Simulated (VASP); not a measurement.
# AlN: structure and properties in VASP, part 5 of 5

What structure does AlN take at this level, and what are its properties? The start is a cell from a database of measured crystal structures.

VASP 6.6.1; r2SCAN; plane waves and PAW (Al, N).

So far, gap on the k-mesh (eV): step 2 (relaxing cell and atoms (r2SCAN)) 4.94; step 5 (total and projected DOS (r2SCAN)) 4.94; step 6 (volume scan with r2SCAN) 5.53; step 7 (volume scan with r2SCAN (run 2)) 5.32; step 15 (independent-particle dielectric function (r2SCAN)) 4.94. The relaxed cell has a = 3.104, c = 4.978 Å (conventional setting).

The database entry behind the starting cell differs from later determinations by our own check (inner coordinate u about 0.002 short), so it need not match the best structure at ambient conditions.

### Step 16. Bands along the symmetry lines (r2SCAN), changed input

Levels along the symmetry lines show where the bands peak and cross; KPOINTS_OPT computes them in the converged potential. Some settings are moved from the usual, to see what they do.

Input file INCAR:

```
SYSTEM = AlN
PREC = Accurate
ENCUT = 520
EDIFF = 1E-05
NELM = 100
ISMEAR = 0
SIGMA = 0.05
LREAL = .FALSE.
ALGO = Normal
METAGGA = R2SCAN
LASPH = .TRUE.
NBANDS = 22
LORBIT = 11
LWAVE = .FALSE.
LCHARG = .FALSE.
KPAR = 4
NELECT = 16.1
AMIX = 0.8
```

Input file POSCAR:

```
AlN
1.0
    3.1043381946      0.0000000000      0.0000000000
   -1.5521690973      2.6884357385      0.0000000000
    0.0000000000      0.0000000000      4.9776211759
Al N
2 2
Direct
    0.3333333333      0.6666666667      0.9992580854
    0.6666666667      0.3333333333      0.4992580854
    0.3333333333      0.6666666667      0.3807419146
    0.6666666667      0.3333333333      0.8807419146
```

Input file KPOINTS:

```
Automatic mesh
0
Gamma
8 8 5
0 0 0
```

Input file KPOINTS_OPT:

```
Line mode
16
Line-mode
Reciprocal
  0.00000000   0.00000000   0.00000000 GAMMA
  0.50000000   0.00000000   0.00000000 M

  0.50000000   0.00000000   0.00000000 M
  0.33333333   0.33333333   0.00000000 K

  0.33333333   0.33333333   0.00000000 K
  0.00000000   0.00000000   0.00000000 GAMMA

  0.00000000   0.00000000   0.00000000 GAMMA
  0.00000000   0.00000000   0.50000000 A

  0.00000000   0.00000000   0.50000000 A
  0.50000000   0.00000000   0.50000000 L

  0.50000000   0.00000000   0.50000000 L
  0.33333333   0.33333333   0.50000000 H

  0.33333333   0.33333333   0.50000000 H
  0.00000000   0.00000000   0.50000000 A

  0.50000000   0.00000000   0.50000000 L
  0.50000000   0.00000000   0.00000000 M

  0.33333333   0.33333333   0.00000000 K
  0.33333333   0.33333333   0.50000000 H
```

The projector-augmented-wave data sets are Al and N (PBE family, release 64).

Started as:

```
> mpirun -np 4 vasp_std
```

Output:

```text
[... set-up lines as in an earlier step ...]
 entering main loop
       N       E                     dE             d eps       ncg     rms          rms(c)
DAV:   1     0.273681035321E+02    0.27368E+02   -0.71644E+03  1320   0.678E+02
DAV:   2    -0.431885413384E+02   -0.70557E+02   -0.65927E+02  1668   0.164E+02
DAV:   3    -0.461533252431E+02   -0.29648E+01   -0.29477E+01  1666   0.310E+01
DAV:   4    -0.461723333612E+02   -0.19008E-01   -0.19006E-01  1512   0.272E+00
DAV:   5    -0.461726146374E+02   -0.28128E-03   -0.28128E-03  1662   0.338E-01BRMIX: very serious problems
 the old and the new charge density differ
 old charge density:    16.00000 new   16.10000
BRMIX: very serious problems
 the old and the new charge density differ
 old charge density:    16.00000 new   16.10000
BRMIX: very serious problems
 the old and the new charge density differ
 old charge density:    16.00000 new   16.10000
BRMIX: very serious problems
 the old and the new charge density differ
 old charge density:    16.00000 new   16.10000
    0.127E+01
DAV:   6    -0.396361902187E+02    0.65364E+01   -0.25209E+01  1584   0.308E+01    0.108E+01
DAV:   7    -0.373005576393E+02    0.23356E+01   -0.36222E+00  1516   0.141E+01    0.403E+00
DAV:   8    -0.373228039697E+02   -0.22246E-01   -0.68725E-01  1416   0.492E+00    0.235E+00
DAV:   9    -0.372983860746E+02    0.24418E-01   -0.40137E-02  1422   0.148E+00    0.341E-01
DAV:  10    -0.372984389119E+02   -0.52837E-04   -0.33326E-03  1626   0.335E-01    0.149E-01
DAV:  11    -0.372984166608E+02    0.22251E-04   -0.78177E-05  1530   0.599E-02    0.230E-02
DAV:  12    -0.372984176355E+02   -0.97469E-06   -0.64866E-06  1058   0.152E-02
   1 F= -.37298418E+02 E0= -.37297982E+02  d E =-.871409E-03
 Start KPOINTS_OPT (optional k-point list driver)
k-point batch [1-30\144]
       N       E                     dE             ncg
DAV:   1     0.218247434592E+04   -0.12534E+05     1320
DAV:   2     0.303489727624E+03   -0.18790E+04     1668
DAV:   3     0.224172069882E+03   -0.79318E+02     1658
DAV:   4     0.223607824458E+03   -0.56425E+00     1536
DAV:   5     0.223598088160E+03   -0.97363E-02     1626
DAV:   6     0.223597858956E+03   -0.22920E-03     1524
DAV:   7     0.223597853685E+03   -0.52704E-05     1356
[...]
k-point batch [121-144\144]
       N       E                     dE             ncg
DAV:   1     0.568511494792E+04   -0.15198E+05     1056
DAV:   2     0.426816223823E+04   -0.14170E+04     1358
DAV:   3     0.421311553831E+04   -0.55047E+02     1326
DAV:   4     0.421270964758E+04   -0.40589E+00     1250
DAV:   5     0.421270230997E+04   -0.73376E-02     1314
DAV:   6     0.421270213672E+04   -0.17325E-03     1230
DAV:   7     0.421270213275E+04   -0.39766E-05     1106
```

Run time: 29 s. Hardware: 4 MPI ranks of Intel Xeon 6975P-C (Granite Rapids), shared host; peak memory 0.71 GiB.

OUTCAR, selected parts (step 16):

```text
NELECT = 16.1

 ion  position               nearest neighbor table
   1  0.333  0.667  0.999-   4 1.89   4 1.89   4 1.89   3 1.90   2 3.07   2 3.07   2 3.07   2 3.07
                             2 3.07   2 3.07
   2  0.667  0.333  0.499-   3 1.89   3 1.89   3 1.89   4 1.90   1 3.07   1 3.07   1 3.07   1 3.07
                             1 3.07   1 3.07
   3  0.333  0.667  0.381-   2 1.89   2 1.89   2 1.89   1 1.90
   4  0.667  0.333  0.881-   1 1.89   1 1.89   1 1.89   2 1.90

 E-fermi :  11.6893

 k-point     1 :       0.0000    0.0000    0.0000
  band No.  band energies     occupation
    ...
      5       5.0293      2.00000
      6       5.6905      2.00000
      7       5.6905      2.00000
      8       5.9114      2.00000
      9      10.8191      2.00000
     10      13.4456      0.00000
     11      17.5198      0.00000
     12      17.9465      0.00000
     13      17.9465      0.00000
     14      19.9858      0.00000
    ...

  Total        1.4380731      1.4380731      1.7755490      0.0000000      0.0000000      0.0000000
  in kB       55.4626991     55.4626991     68.4782586      0.0000000      0.0000000      0.0000000
  external PRESSURE =      59.8012189 kB  Pullay stress =       0.0000000 kB

 POSITION                                       TOTAL-FORCE (eV/Angst)
 -----------------------------------------------------------------------------------
     -0.00000      1.79229      4.97393        -0.000000      0.000000      0.025296
      1.55217      0.89615      2.48512         0.000000     -0.000000      0.025296
     -0.00000      1.79229      1.89519        -0.000000      0.000000     -0.025296
      1.55217      0.89615      4.38400         0.000000      0.000000     -0.025296
 -----------------------------------------------------------------------------------
    total drift:                               -0.000000     -0.000000     -0.025324

  FREE ENERGIE OF THE ION-ELECTRON SYSTEM (eV)
  ---------------------------------------------------
  free  energy   TOTEN  =       -37.2984176355 eV

  energy  without entropy=      -37.2975462263  energy(sigma->0) =      -37.29798193

[... 8 parts as in an earlier step ...]

[... 8 further parts left out ...]
```

The run converged; its settings lie outside those of the reference runs, so its numbers are set aside.

Settings moved from the usual: AMIX = 0.8, EDIFF = 1e-05 and NELECT = 16.1.

NELECT differs from the neutral count, so the cell is charged against a uniform background: another system, not a numerical setting. AMIX acts on the way to self-consistency or on speed; a fully converged result doesn't depend on them, though slow mixing can meet EDIFF with the stress still off.

### Step 17. Summary of results

```json
{
 "relaxed volume": "10.39 Å³/atom",
 "relaxed conventional cell a, b, c": "3.104, 3.104, 4.978 Å; angles 90.0, 90.0, 120.0°",
 "space group after relaxing, within 0.02 Å": "P6_3mc (No. 186)",
 "band gap": "4.94 eV, direct",
 "gap among the points of the DOS mesh alone, an upper bound": "4.94 eV",
 "bulk modulus from the fit": "213 GPa",
 "volume from the fit": "10.4 Å³/atom",
 "strongest peak of ε2, mean over directions": "8.49 eV",
 "ε1 at zero frequency, no local fields, mean": "4.16"
}
```

What this shows: With r2SCAN, AlN relaxes to 10.39 Å³/atom in space group P6_3mc (held by the symmetry of the run), has a direct gap of 4.94 eV and has a bulk modulus of 213 GPa at fixed shape and positions, an upper bound. Against the listed cell the volume lies -0.6 % (a -0.3 %, c -0.1 %). Band structure (r2SCAN): On this path the gap is direct, 4.94 eV, with the valence top at Γ and the conduction bottom at Γ. The scan held shape and positions, so its modulus is an upper bound, and a miss against the measured one is not the functional's alone. Semilocal functionals usually underestimate gaps. No search among competing phases was made, and a listed structure need not be the one stable at ambient conditions. All values are for a static lattice at zero temperature.

[Lines on the potential files, build, host, timing and source positions are cut from VASP's logs without a mark.]

[Logs are printed without paths, hosts, clocks, repeated set-up lines and the standing remarks that a program may print on its own settings, such as how far it seeks lower states.]

[Hosts, paths, dates, database ids (printed as entryN), source tags and the programs' standing remarks are cut or masked in the printed files.]

[A measured line is paired with the nearest computed mode of its activity, which favours agreement.]
